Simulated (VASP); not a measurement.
# Be3Se2O (Cm) in VASP: single point with PBE

Aim: the single point of Be3Se2O with PBE.

Program: VASP 6.6.1. These are calculated values, not measurements. Logs are shortened: lines on timing, memory, paths and dates and some standing lists are left out, and cuts for length are marked.

## (1) The crystal as given

The structure is monoclinic, space group Cm (No. 8). The conventional cell has a = 5.767 Å, b = 10.047 Å, c = 3.672 Å, α = 90.00°, β = 122.87°, γ = 90.00°. Be (site symmetry 1) has 1 O at 1.59 Å as nearest neighbours. Be (site symmetry m) is surrounded by 1 O at 1.52 Å. Around Se (site symmetry 1) lie 4 Be at 2.19 to 2.33 Å. O (site symmetry m) has 3 Be at 1.52 to 1.59 Å as nearest neighbours.

The cell was built by a generator and needn't be a form met in nature.

## (2) Single point, PBE

Contents of INCAR:

```
SYSTEM = Be3Se2O
ALGO = Fast
EDIFF = 1E-5
ENCUT = 520
GGA = PE
ISIF = 2
ISMEAR = 0
LASPH = .True.
LCHARG = .False.
LREAL = Auto
LWAVE = .False.
NELM = 80
PREC = Normal
SIGMA = 0.05
```

Contents of KPOINTS:

```
k-points
0
Gamma
  4 4 3
  0 0 0
```

Contents of POSCAR:

```
Be3Se2O
1.0
    2.8836900000     -5.0232800000      0.0000000000
    2.8836900000      5.0232800000      0.0000000000
   -3.9855420000      0.0000000000      6.1678960000
Be Se O
6 4 2
Direct
    0.3647740000      0.0944330000      0.1299685000
    0.3647740000      0.0944330000      0.6299685000
    0.0944330000      0.3647740000      0.1299685000
    0.0944330000      0.3647740000      0.6299685000
    0.7812690000      0.7812690000      0.0553490000
    0.7812690000      0.7812690000      0.5553490000
    0.3413560000      0.6742820000      0.0034650000
    0.3413560000      0.6742820000      0.5034650000
    0.6742820000      0.3413560000      0.0034650000
    0.6742820000      0.3413560000      0.5034650000
    0.0604260000      0.0604260000      0.0788665000
    0.0604260000      0.0604260000      0.5788665000
```

Potentials or basis: VASP PAW PBE potentials, release 64 (Be, Se, O).

The run is started by

```
> cat potpaw_PBE.64/Be/POTCAR potpaw_PBE.64/Se/POTCAR potpaw_PBE.64/O/POTCAR > POTCAR
> mpirun -np 1 vasp_std > vasp.out
```

OUTCAR:

```text
SYSTEM = Be3Se2O
   EDIFF = 1E-5
   ENCUT = 520
   GGA = PE
   ISIF = 2
   ISMEAR = 0
   LASPH = .True.
   LREAL = Auto
   NELM = 80
   PREC = Normal

 ion  position               nearest neighbor table
   1  0.365  0.094  0.130-  11 1.59   9 2.27   7 2.28  10 2.33
   2  0.365  0.094  0.630-  12 1.59  10 2.27   8 2.28   9 2.33
   3  0.094  0.365  0.130-  11 1.59   7 2.27   9 2.28   8 2.33
   4  0.094  0.365  0.630-  12 1.59   8 2.27  10 2.28   7 2.33
   5  0.781  0.781  0.055-  11 1.52   9 2.19   7 2.19
   6  0.781  0.781  0.555-  12 1.52  10 2.19   8 2.19
   7  0.341  0.674  0.003-   5 2.19   3 2.27   1 2.28   4 2.33
   8  0.341  0.674  0.503-   6 2.19   4 2.27   2 2.28   3 2.33
   9  0.674  0.341  0.003-   5 2.19   1 2.27   3 2.28   2 2.33
  10  0.674  0.341  0.503-   6 2.19   2 2.27   4 2.28   1 2.33
  11  0.060  0.060  0.079-   5 1.52   3 1.59   1 1.59
  12  0.060  0.060  0.579-   6 1.52   4 1.59   2 1.59

  Warning from LATTYP: Got some problem with cell dimensions!
  Tried to take original basis but could not verify dimensions!
  LATTYP: Found a base centered monoclinic cell.
 ALAT       =     5.7673800000
 B/A-ratio  =     1.7419625549
 C/A-ratio  =     1.1131771906
 COS(beta)  =    -0.2775398509

  Lattice vectors:

 A1 = (  -2.8836900000,   5.0232800000,   0.0000000000)
 A2 = (  -2.8836900000,  -5.0232800000,   0.0000000000)
 A3 = (   1.7818380000,   0.0000000000,   6.1678960000)

Analysis of symmetry for initial positions (statically):
=====================================================================
 Subroutine PRICEL returns following result:

  LATTYP: Found a base centered monoclinic cell.
 ALAT       =     5.7673800000
 B/A-ratio  =     1.7419625549
 C/A-ratio  =     0.6366438162
 COS(beta)  =    -0.5427280930

  Lattice vectors:

 A1 = (   2.8836900000,  -5.0232800000,   0.0000000000)
 A2 = (   2.8836900000,   5.0232800000,   0.0000000000)
 A3 = (  -1.9927710000,   0.0000000000,   3.0839480000)

   2 primitive cells build up your supercell.

 Routine SETGRP: Setting up the symmetry group for a
 base centered monoclinic supercell.

 Subroutine GETGRP returns: Found  2 space group operations
 (whereof  2 operations were pure point group operations)
 out of a pool of  4 trial point group operations.

The static configuration has the point symmetry C_1h.

Analysis of symmetry for dynamics (positions and initial velocities):
=====================================================================
 Subroutine PRICEL returns following result:

  LATTYP: Found a base centered monoclinic cell.
 ALAT       =     5.7673800000
 B/A-ratio  =     1.7419625549
 C/A-ratio  =     0.6366438162
 COS(beta)  =    -0.5427280930

  Lattice vectors:

 A1 = (   2.8836900000,  -5.0232800000,   0.0000000000)
 A2 = (   2.8836900000,   5.0232800000,   0.0000000000)
 A3 = (  -1.9927710000,   0.0000000000,   3.0839480000)

   2 primitive cells build up your supercell.

 Routine SETGRP: Setting up the symmetry group for a
 base centered monoclinic supercell.

 Subroutine GETGRP returns: Found  2 space group operations
 (whereof  2 operations were pure point group operations)
 out of a pool of  4 trial point group operations.

The dynamic configuration has the point symmetry C_1h.

 Subroutine INISYM returns: Found  2 space group operations
 (whereof  2 operations are pure point group operations),
 and found     2 'primitive' translations

----------------------------------------------------------------------------------------

                                     Primitive cell

  volume of cell :      89.3456

  direct lattice vectors                    reciprocal lattice vectors
     2.883690000 -5.023280000  0.000000000     0.173388957 -0.099536558  0.112039660
     2.883690000  5.023280000  0.000000000     0.173388957  0.099536558  0.112039660
    -1.992771000  0.000000000  3.083948000     0.000000000  0.000000000  0.324259683

  length of vectors
     5.792150721  5.792150721  3.671766812     0.229181461  0.229181461  0.324259683

  position of ions in fractional coordinates (direct lattice)
     0.364774000  0.094433000  0.259937000
     0.094433000  0.364774000  0.259937000
     0.781269000  0.781269000  0.110698000
     0.341356000  0.674282000  0.006930000
     0.674282000  0.341356000  0.006930000
     0.060426000  0.060426000  0.157733000

  ion indices of the primitive-cell ions
   primitive index   ion index
                 1           1
                 2           3
                 3           5
                 4           7
                 5           9
                 6          11

----------------------------------------------------------------------------------------

 KPOINTS: k-points

Automatic generation of k-mesh.
 Grid dimensions read from file:
 generate k-points for:    4    4    3

 Generating k-lattice:

  Cartesian coordinates                     Fractional coordinates (reciprocal lattice)
     0.043347239 -0.024884139  0.028009915     0.250000000  0.000000000  0.000000000
     0.043347239  0.024884139  0.028009915     0.000000000  0.250000000  0.000000000
     0.000000000  0.000000000  0.054043280     0.000000000  0.000000000  0.333333333

  Length of vectors
     0.057295365  0.057295365  0.054043280

  Shift w.r.t. Gamma in fractional coordinates (k-lattice)
     0.000000000  0.000000000  0.000000000

 Subroutine IBZKPT returns following result:
 ===========================================

 Found     17 irreducible k-points:

 Following reciprocal coordinates:
            Coordinates               Weight
  0.000000  0.000000  0.000000      1.000000
  0.250000 -0.000000  0.000000      4.000000
  0.500000 -0.000000  0.000000      2.000000
  0.250000  0.250000  0.000000      2.000000
  0.500000  0.250000  0.000000      4.000000
 -0.250000  0.250000  0.000000      2.000000
[... 9 lines left out ...]
 -0.250000  0.500000  0.333333      4.000000
 -0.250000 -0.250000  0.333333      2.000000
   k-points           NKPTS =     17   k-points in BZ     NKDIM =     17   number of bands    NBANDS=     31
   number of dos      NEDOS =    301   number of ions     NIONS =     12
   total plane-waves  NPLWV =  43008
   dimension x,y,z NGX =    32 NGY =   32 NGZ =   42
   dimension x,y,z NGXF=    64 NGYF=   64 NGZF=   84
   ions per type =               6   4   2
   NGX,Y,Z   is equivalent  to a cutoff of   9.18,  9.18,  9.51 a.u.
   NGXF,Y,Z  is equivalent  to a cutoff of  18.37, 18.37, 19.02 a.u.
 SYSTEM =  Be3Se2O
   PREC   = normal    normal or accurate (medium, high low for compatibility)
   ISTART =      0    job   : 0-new  1-cont  2-samecut
   ICHARG =      2    charge: 1-file 2-atom 10-const
   ISPIN  =      1    spin polarized calculation?
   LNONCOLLINEAR =      F non collinear calculations
   LSORBIT =      F    spin-orbit coupling
   LASPH  =      T    aspherical Exc in radial PAW
   ENCUT  =  520.0 eV  38.22 Ry    6.18 a.u.  10.77 10.77 13.65*2*pi/ulx,y,z
   NELM   =     80;   NELMIN=  2; NELMDL= -5     # of ELM steps
   EDIFF  = 0.1E-04   stopping-criterion for ELM
   LREAL  =      T    real-space projection
   EDIFFG = 0.1E-03   stopping-criterion for IOM
   NSW    =      0    number of steps for IOM
   IBRION =     -1    ionic relax: 0-MD 1-quasi-New 2-CG
   NFREE  =      0    steps in history (QN), initial steepest desc. (CG)
   ISIF   =      2    stress and relaxation
   ISYM   =      2    0-nonsym 1-usesym 2-fastsym
   POTIM  = 0.5000    time-step for ionic-motion
   TEBEG  =    0.0;   TEEND  =   0.0 temperature during run
   PSTRESS=    0.0 pullay stress
   NELECT =      48.0000    total number of electrons
   NUPDOWN=      -1.0000    fix difference up-down
   EMIN   =  10.00;   EMAX   =-10.00  energy-range for DOS
   EFERMI =   0.00;   METHOD = LEGACY
   ISMEAR =     0;   SIGMA  =   0.05  broadening in eV -4-tet -1-fermi 0-gaus
   EFERMI_NEDOS =   21; number of points for ismear=-14 and -15
   IALGO  =     68    algorithm
   IMIX   =      4    mixing-type and parameters
     AMIX     =   0.40;   BMIX     =  1.00
     AMIX_MAG =   1.60;   BMIX_MAG =  1.00
  volume/ion in A,a.u.               =      14.89       100.49
  Fermi-wavevector in a.u.,A,eV,Ry     =   1.056301  1.996119 15.180989  1.115771
  Thomas-Fermi vector in A             =   2.191531
   LORBIT       =      0    0 simple, 1 ext, 2 COOP (PROOUT), +10 PAW based schemes
   GGA     = PE    functional components
   LHFCALC =     F    Hartree Fock is set to
   AEXX    =    0.0000 exact exchange contribution
   IVDW    =     0    specifies the selected vdW correction
   LEPSILON=     F    determine dielectric tensor
   LRPA    =     F    only Hartree local field effects (RPA)
 non-spin polarized calculation
 RMM-DIIS sequential band-by-band and
 Gauss-broadening in eV      SIGMA  =   0.05
  energy-cutoff  :      520.00
  volume of cell :      178.69
 maximum number of plane-waves:      4824
   NGX = 21   NGY = 21   NGZ = 27

 number of electron      48.0000017 magnetization

 Free energy of the ion-electron system (eV)
  ---------------------------------------------------
  ext. energy  EPLUGINS =         0.00000000
  ---------------------------------------------------
  free energy    TOTEN  =       -61.87634201 eV

  energy without entropy =      -61.87634201  energy(sigma->0) =      -61.87634201

 E-fermi :   3.3364     XC(G=0):  -9.3447

 val. band max:        3.1275176708   @ k =   0.5000   0.5000   0.0000
 cond. band min:       5.9442345638   @ k =   0.5000   0.5000   0.0000
 fundamental gap:      2.8167168930
 Fermi energy:         3.3364435909

 k-point     1 :       0.0000    0.0000    0.0000
  band No.  band energies     occupation
      1     -15.9600      2.00000
      2     -15.8851      2.00000
      3     -10.2308      2.00000
      4      -9.3693      2.00000
      5      -8.4872      2.00000
      6      -8.4686      2.00000
[... 567 lines left out ...]
     30       8.8112      0.00000
     31       8.9572      0.00000

------------------------ aborting loop because EDIFF is reached ----------------------------------------

  FORCE on cell =-STRESS in cart. coord.  units (eV):
  Direction    XX          YY          ZZ          XY          YZ          ZX
  --------------------------------------------------------------------------------------
  -------------------------------------------------------------------------------------
  Total       -0.0091145      0.0371323      0.0724997      0.0000000      0.0000000     -0.0302160
  in kB       -0.0817225      0.3329353      0.6500453      0.0000000      0.0000000     -0.2709220
  external PRESSURE =       0.3004194 kB  Pullay stress =       0.0000000 kB

 VOLUME and BASIS-vectors are now :
 -----------------------------------------------------------------------------
  energy-cutoff  :      520.00
  volume of cell :      178.69
      direct lattice vectors                 reciprocal lattice vectors
     2.883690000 -5.023280000  0.000000000     0.173388957 -0.099536558  0.112039660
     2.883690000  5.023280000  0.000000000     0.173388957  0.099536558  0.112039660
    -3.985542000  0.000000000  6.167896000     0.000000000  0.000000000  0.162129841

 POSITION                                       TOTAL-FORCE (eV/Angst)
 -----------------------------------------------------------------------------------
      0.80622     -1.35800      0.80163         0.001076      0.001269     -0.006137
     -1.18656     -1.35800      3.88558         0.001076      0.001269     -0.006137
      0.80622      1.35800      0.80163         0.001076     -0.001269     -0.006137
     -1.18656      1.35800      3.88558         0.001076     -0.001269     -0.006137
      4.28528      0.00000      0.34139         0.001543     -0.000000     -0.003919
      2.29251      0.00000      3.42533         0.001543     -0.000000     -0.003919
      2.91498      1.67238      0.02137        -0.003306      0.001626      0.004518
      0.92220      1.67238      3.10532        -0.003306      0.001626      0.004518
      2.91498     -1.67238      0.02137        -0.003306     -0.001626      0.004518
      0.92220     -1.67238      3.10532        -0.003306     -0.001626      0.004518
      0.03417      0.00000      0.48644         0.002917     -0.000000      0.007157
     -1.95860      0.00000      3.57039         0.002917     -0.000000      0.007157
 -----------------------------------------------------------------------------------
    total drift:                               -0.017545      0.000000      0.050950

  FREE ENERGIE OF THE ION-ELECTRON SYSTEM (eV)
  ---------------------------------------------------
  free  energy   TOTEN  =       -61.8763420136 eV

  energy  without entropy=      -61.8763420136  energy(sigma->0) =      -61.87634201
```

Wall time 51 s (1 thread of Intel Xeon Platinum 8259CL at 2.50GHz (Skylake/Cascade Lake), shared host); peak memory 0.23 GiB.

Results:

* Free energy: -61.8763 eV
* Pressure: 0.0 GPa
* Largest force: 0.008 eV/Å
* Band gap on the k mesh: 2.82 eV

Forces in eV/Å, atoms in the order of the input:
```
Be   0.001  0.001 -0.006
Be   0.001  0.001 -0.006
Be   0.001 -0.001 -0.006
Be   0.001 -0.001 -0.006
Be   0.002  0.000 -0.004
Be   0.002  0.000 -0.004
Se  -0.003  0.002  0.005
Se  -0.003  0.002  0.005
Se  -0.003 -0.002  0.005
Se  -0.003 -0.002  0.005
O    0.003  0.000  0.007
O    0.003  0.000  0.007
```

Levels at points of the mesh, in eV from the valence-band top:
| k point | band 22 | band 23 | band 24 | band 25 | band 26 | band 27 |
| --- | --- | --- | --- | --- | --- | --- |
| (0.00, 0.00, 0.00) | -1.10 | -0.99 | -0.49 | 3.40 | 3.83 | 4.10 |
| (0.50, 0.00, 0.00) | -1.06 | -1.03 | -0.62 | 2.84 | 3.93 | 4.29 |
| (0.50, 0.50, 0.00) | -1.19 | -1.03 | 0.00 | 2.82 | 3.68 | 4.43 |

Caveat: an odd mesh through Γ misses points on the zone boundary, where band edges often lie. As with any semilocal functional, this PBE gap is likely too small.
